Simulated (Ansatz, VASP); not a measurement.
# Cross-check of AlCo between VASP and Ansatz

Wanted: the spread between two codes on one cell, functional and k mesh. The cell is taken from a series of runs on this material, whose earlier steps may have relaxed, scaled, displaced or heated it; both programs get it as it stands.

Method: plane waves, with VASP 6.6.1 beside it; elastic constants at PBEsol, in Ansatz 0.2.0.

### Step 1. Set-up

The structure is cubic, space group Pm-3m (No. 221). The conventional cell has a = 2.822 Å, b = 2.822 Å, c = 2.822 Å, α = 90.00°, β = 90.00°, γ = 90.00°. Nearest to Al lie 8 Co at 2.44 Å. Nearest to Co lie 8 Al at 2.44 Å. Farther neighbours are not listed.

### Step 2. VASP: elastic constants, PBEsol

Elastic constants are differences of stresses under small strains, so they test the stress and the mesh.

Lines of VASP's logs that name or quote its potential files are left out, and so is its time.

The input, INCAR:

```
SYSTEM = AlCo
PREC = Accurate
ENCUT = 600
EDIFF = 1E-08
NELM = 120
ISMEAR = 1
SIGMA = 0.25
LREAL = .FALSE.
ALGO = Normal
GGA = PS
NBANDS = 12
LASPH = .TRUE.
LORBIT = 11
LWAVE = .FALSE.
LCHARG = .FALSE.
ISIF = 3
IBRION = 6
NFREE = 2
POTIM = 0.015
NSW = 1
GGA_COMPAT = .FALSE.
KPAR = 2
```

The input, POSCAR:

```
AlCo
1.0
    2.8224422293      0.0000000000      0.0000000000
    0.0000000000      2.8224422293      0.0000000000
    0.0000000000      0.0000000000      2.8224422293
Al Co
1 1
Direct
    0.0000000000      0.0000000000      0.0000000000
    0.5000000000      0.5000000000      0.5000000000
```

The input, KPOINTS:

```
Automatic mesh
0
Gamma
26 26 26
0 0 0
```

PAW data sets: Al and Co (PBE family, release 64).

Run with:

```sh
$ mpirun -np 2 vasp_std
```

Numbers of over 12 decimals in the logs are rounded to 6 here.

The program printed:

```text
[banner, memory and clock lines left out]
running    2 mpi-ranks, on    1 nodes
 distrk:  each k-point on    1 cores,    2 groups
 distr:  one band on    1 cores,    1 groups

 POSCAR found type information on POSCAR AlCo
 POSCAR found :  2 types and       2 ions
|                                                                             |
|               ----> ADVICE to this user running VASP <----                  |
|                                                                             |
|     You enforced a specific xc type in the INCAR file but a different       |
|     [... a line on the potential file left out ...]
|     I HOPE YOU KNOW WHAT YOU ARE DOING!                                     |
|                                                                             |

 LDA part: xc-table for (Slater+PW92), standard interpolation
 POSCAR, INCAR and KPOINTS ok, starting setup
 FFT: planning ... GRIDC
 FFT: planning ... GRID_SOFT
 FFT: planning ... GRID
 WAVECAR not read
 entering main loop
       N       E                     dE             d eps       ncg     rms          rms(c)
DAV:   1     0.393344075561E+02    0.39334E+02   -0.58506E+03 13584   0.119E+03
DAV:   2    -0.132489703186E+02   -0.52583E+02   -0.48481E+02 13728   0.192E+02
DAV:   3    -0.149739627030E+02   -0.17250E+01   -0.17093E+01 16328   0.411E+01
DAV:   4    -0.150007881109E+02   -0.26825E-01   -0.26816E-01 15132   0.457E+00
DAV:   5    -0.150016713497E+02   -0.88324E-03   -0.88321E-03 16456   0.908E-01    0.136E+01
DAV:   6    -0.178831499222E+02   -0.28815E+01   -0.67937E+01 14976   0.113E+02    0.180E+01
DAV:   7    -0.131270923095E+02    0.47561E+01   -0.31588E+01 15088   0.717E+01    0.194E+00
DAV:   8    -0.130950345219E+02    0.32058E-01   -0.21016E-01 14656   0.371E+00    0.118E+00
DAV:   9    -0.130804892978E+02    0.14545E-01   -0.24005E-02 18076   0.196E+00    0.321E-01
DAV:  10    -0.130799704545E+02    0.51884E-03   -0.47973E-04 15492   0.185E-01    0.146E-01
DAV:  11    -0.130799486569E+02    0.21798E-04   -0.23160E-05 17068   0.449E-02    0.830E-03
DAV:  12    -0.130799481463E+02    0.51058E-06   -0.98066E-07 17124   0.764E-03    0.488E-03
DAV:  13    -0.130799481269E+02    0.19480E-07   -0.15576E-07 17096   0.263E-03    0.458E-04
DAV:  14    -0.130799481467E+02   -0.19845E-07   -0.37074E-09  9284   0.606E-04    0.157E-04
DAV:  15    -0.130799481664E+02   -0.19714E-07   -0.68695E-10  7760   0.229E-04    0.112E-04
DAV:  16    -0.130799481582E+02    0.82218E-08   -0.15408E-10  7440   0.154E-04
   1 F= -.13079948E+02 E0= -.13080738E+02  d E =0.237001E-02
[... from here on, the cycles between the ionic steps are left out ...]
   2 F= -.13075587E+02 E0= -.13076227E+02  d E =0.191951E-02
   8 F= -.13077543E+02 E0= -.13078334E+02  d E =0.237259E-02
   9 F= -.13077543E+02 E0= -.13078334E+02  d E =0.237258E-02
  10 F= -.13077543E+02 E0= -.13078334E+02  d E =0.237258E-02
  11 F= -.13077543E+02 E0= -.13078334E+02  d E =0.237258E-02
  12 F= -.13077543E+02 E0= -.13078334E+02  d E =0.237258E-02
  13 F= -.13077543E+02 E0= -.13078334E+02  d E =0.237258E-02
  14 F= -.13079057E+02 E0= -.13079847E+02  d E =0.236974E-02
  15 F= -.13079057E+02 E0= -.13079847E+02  d E =0.236974E-02
  16 F= -.13079058E+02 E0= -.13079848E+02  d E =0.236973E-02
 Finite differences progress:
  Degree of freedom:   8/  8
  Displacement:        1/  2
  Total:              15/ 16
 bond charge predicted
       N       E                     dE             d eps       ncg     rms          rms(c)
DAV:   1    -0.130779260478E+02    0.11319E-02   -0.23020E+00 37300   0.105E+01    0.240E-01
DAV:   2    -0.130795833256E+02   -0.16573E-02   -0.22379E-02 41452   0.171E+00    0.181E-01
DAV:   3    -0.130793563608E+02    0.22696E-03   -0.27215E-03 43308   0.664E-01    0.140E-01
DAV:   4    -0.130790685361E+02    0.28782E-03   -0.64944E-04 50736   0.255E-01    0.289E-02
DAV:   5    -0.130790580250E+02    0.10511E-04   -0.56865E-05 44524   0.968E-02    0.641E-03
DAV:   6    -0.130790579053E+02    0.11968E-06   -0.20070E-06 43392   0.134E-02    0.170E-03
DAV:   7    -0.130790579260E+02   -0.20736E-07   -0.80613E-08 43692   0.347E-03    0.707E-04
DAV:   8    -0.130790579252E+02    0.85913E-09   -0.10231E-08 20572   0.125E-03
  17 F= -.13079058E+02 E0= -.13079848E+02  d E =0.236976E-02
 Finite differences progress:
  Degree of freedom:   8/  8
  Displacement:        2/  2
  Total:              16/ 16
```

OUTCAR, selected parts (step 2):

```text
ion  position               nearest neighbor table
   1  0.000  0.000  0.000-   2 2.44   2 2.44   2 2.44   2 2.44   2 2.44   2 2.44   2 2.44   2 2.44

  LATTYP: Found a simple cubic cell.
 ALAT       =     2.8224422293

 Subroutine GETGRP returns: Found 48 space group operations
 (whereof 48 operations were pure point group operations)

The static configuration has the point symmetry O_h .

 Found    560 irreducible k-points:

   k-points           NKPTS =    560   k-points in BZ     NKDIM =    560   number of bands    NBANDS=     12

   dimension x,y,z NGX =    24 NGY =   24 NGZ =   24
   dimension x,y,z NGXF=    48 NGYF=   48 NGZF=   48

   ENCUT  =  600.0 eV  44.10 Ry    6.64 a.u.   5.64  5.64  5.64*2*pi/ulx,y,z

   NELECT =      12.0000    total number of electrons

 k-points in reciprocal lattice and weights: Automatic mesh
   0.00000000  0.00000000  0.00000000       0.000
   0.03846154  0.00000000  0.00000000       0.000
   0.07692308  0.00000000  0.00000000       0.000
   0.11538462  0.00000000  0.00000000       0.000
   0.15384615  0.00000000  0.00000000       0.000
   0.19230769  0.00000000  0.00000000       0.000
   0.23076923  0.00000000  0.00000000       0.000
   0.26923077  0.00000000  0.00000000       0.000
   0.30769231  0.00000000  0.00000000       0.000
[...]
0.50000000  0.50000000  0.46153846       0.000
   0.50000000  0.50000000  0.50000000       0.000

 average (electrostatic) potential at core
       1 -68.5096       2 -77.2679

 E-fermi :  10.8367

 k-point     1 :       0.0000    0.0000    0.0000
  band No.  band energies     occupation
    ...
      2       7.7229      2.00000
      3       7.7232      2.00000
      4       9.9871      2.00002
      5       9.9873      2.00002
      6       9.9873      2.00002
      7      16.9508      0.00000
      8      16.9509      0.00000
      9      16.9509      0.00000
     10      19.7142      0.00000
     11      19.7145      0.00000
    ...

 k-point     2 :       0.0385    0.0000    0.0000
  band No.  band energies     occupation
    ...
      2       7.7213      2.00000
      3       7.7310      2.00000
      4       9.9712      2.00001
      5       9.9712      2.00001
      6       9.9887      2.00002
      7      16.6213      0.00000
      8      16.9913      0.00000
      9      16.9913      0.00000
     10      19.7096      0.00000
     11      20.0254      0.00000
    ...

 k-point     3 :       0.0769    0.0000    0.0000
  band No.  band energies     occupation
    ...
      2       7.7134      2.00000
      3       7.7552      2.00000
      4       9.9243      2.00000
      5       9.9243      2.00000
      6       9.9937      2.00002
      7      15.8965      0.00000
      8      17.1109      0.00000
      9      17.1109      0.00000
     10      19.6959      0.00000
     11      20.6902      0.00000
    ...

  Total        0.0061237      0.0082524      0.0082524      0.0000000      0.0000000      0.0000000
  in kB        0.4363620      0.5880486      0.5880486      0.0000000      0.0000000      0.0000000
  external PRESSURE =       0.5374864 kB  Pullay stress =       0.0000000 kB

  energy-cutoff  :      600.00
  volume of cell :       22.48
      direct lattice vectors                 reciprocal lattice vectors
     2.822442229  0.000000000  0.000000000     0.354303089  0.000000000  0.000000000
     0.000000000  2.822442229  0.000000000     0.000000000  0.354303089  0.000000000
     0.000000000  0.000000000  2.822442229     0.000000000  0.000000000  0.354303089

 POSITION                                       TOTAL-FORCE (eV/Angst)
 -----------------------------------------------------------------------------------
      0.00000      0.00000      0.00000        -0.118756      0.000000     -0.000000
      1.39622      1.41122      1.41122         0.118756     -0.000000      0.000000
 -----------------------------------------------------------------------------------
    total drift:                               -0.000055     -0.000000     -0.000002

  FREE ENERGIE OF THE ION-ELECTRON SYSTEM (eV)
  ---------------------------------------------------
  free  energy   TOTEN  =       -13.0790579252 eV

  energy  without entropy=      -13.0814276842  energy(sigma->0) =      -13.07984784

  SYMMETRIZED ELASTIC MODULI (kBar)
 Direction    XX          YY          ZZ          XY          YZ          ZX
 --------------------------------------------------------------------------------
 XX        3015.5419   1401.0762   1401.0762      0.0000      0.0000      0.0000
 YY        1401.0762   3015.5419   1401.0762     -0.0000      0.0000      0.0000
 ZZ        1401.0762   1401.0762   3015.5419      0.0000     -0.0000      0.0000
 XY           0.0000     -0.0000      0.0000   1523.5597      0.0000      0.0000
 YZ           0.0000      0.0000     -0.0000      0.0000   1523.5597      0.0000
 ZX           0.0000      0.0000      0.0000      0.0000      0.0000   1523.5597
 --------------------------------------------------------------------------------

 Eigenvectors and eigenvalues of the dynamical matrix
 ----------------------------------------------------

   1 f  =   10.225763 THz    64.250364 2PiTHz  341.094741 cm-1    42.290339 meV
             X         Y         Z           dx          dy          dz
      0.000000  0.000000  0.000000    -0.701641    0.440098    0.000000
      1.411221  1.411221  1.411221     0.474714   -0.297759   -0.000000

   2 f  =   10.225763 THz    64.250364 2PiTHz  341.094741 cm-1    42.290339 meV
             X         Y         Z           dx          dy          dz
      0.000000  0.000000  0.000000    -0.440098   -0.701641   -0.000000
      1.411221  1.411221  1.411221     0.297759    0.474714    0.000000

   3 f  =   10.225763 THz    64.250364 2PiTHz  341.094741 cm-1    42.290339 meV
             X         Y         Z           dx          dy          dz
      0.000000  0.000000  0.000000     0.000000   -0.000000    0.828243
      1.411221  1.411221  1.411221    -0.000000    0.000000   -0.560369

   4 f/i=    0.000362 THz     0.002272 2PiTHz    0.012060 cm-1     0.001495 meV
             X         Y         Z           dx          dy          dz
      0.000000  0.000000  0.000000    -0.003143    0.094442   -0.552345
      1.411221  1.411221  1.411221    -0.004646    0.139589   -0.816382

   5 f/i=    0.000362 THz     0.002272 2PiTHz    0.012060 cm-1     0.001495 meV
             X         Y         Z           dx          dy          dz
      0.000000  0.000000  0.000000     0.560361    0.000433   -0.003115
      1.411221  1.411221  1.411221     0.828230    0.000640   -0.004604

   6 f/i=    0.000362 THz     0.002272 2PiTHz    0.012060 cm-1     0.001495 meV
             X         Y         Z           dx          dy          dz
      0.000000  0.000000  0.000000     0.000098    0.552353    0.094443
      1.411221  1.411221  1.411221     0.000146    0.816395    0.139590

 ELASTIC MODULI CONTR FROM IONIC RELAXATION (kBar)
 Direction    XX          YY          ZZ          XY          YZ          ZX
 --------------------------------------------------------------------------------
 XX           0.0000      0.0000      0.0000      0.0000      0.0000      0.0000
 YY           0.0000      0.0000      0.0000      0.0000      0.0000      0.0000
 ZZ           0.0000      0.0000      0.0000      0.0000      0.0000      0.0000
 XY           0.0000      0.0000      0.0000      0.0000      0.0000      0.0000
 YZ           0.0000      0.0000      0.0000      0.0000      0.0000      0.0000
 ZX           0.0000      0.0000      0.0000      0.0000      0.0000      0.0000
 --------------------------------------------------------------------------------

 TOTAL ELASTIC MODULI (kBar)
 Direction    XX          YY          ZZ          XY          YZ          ZX
 --------------------------------------------------------------------------------
 XX        3015.5419   1401.0762   1401.0762      0.0000      0.0000      0.0000
 YY        1401.0762   3015.5419   1401.0762     -0.0000      0.0000      0.0000
 ZZ        1401.0762   1401.0762   3015.5419      0.0000     -0.0000      0.0000
 XY           0.0000     -0.0000      0.0000   1523.5597      0.0000      0.0000
 YZ           0.0000      0.0000     -0.0000      0.0000   1523.5597      0.0000
 ZX           0.0000      0.0000      0.0000      0.0000      0.0000   1523.5597
 --------------------------------------------------------------------------------

 total charge
# of ion       s       p       d       tot
------------------------------------------
    1        0.397   0.441   0.000   0.838
    2        0.447   0.533   7.533   8.513
--------------------------------------------------
tot          0.844   0.974   7.533   9.351

[... 3 further parts left out ...]
```

CONTCAR:

```
AlCo
   1.00000000000000
     2.8224422293000000    0.0000000000000000    0.0000000000000000
     0.0000000000000000    2.8224422293000000    0.0000000000000000
     0.0000000000000000    0.0000000000000000    2.8224422293000000
  Al              Co
     1     1
Direct
     0.0000000000000000    0.0000000000000000    0.0000000000000000
     0.4946854536669400    0.4999999999999999    0.4999999999999999
```

This run has no spin polarisation, so a moment on Co, if there is one, isn't seen. The last energy, forces, stress and levels in OUTCAR belong to the last displaced cell, not to the cell of POSCAR.

Levels, forces or a CONTCAR printed for this step are those of its last displaced cell, not of the structure at rest.

(Continued in part 2 of 2.)

[Lines on the potential files, build, host, timing and source positions are cut from VASP's logs without a mark.]

[Logs are printed without paths, hosts, clocks, repeated set-up lines and the standing remarks that a program may print on its own settings, such as how far it seeks lower states.]

[Hosts, paths, dates, database ids (printed as entryN), source tags and the programs' standing remarks are cut or masked in the printed files.]
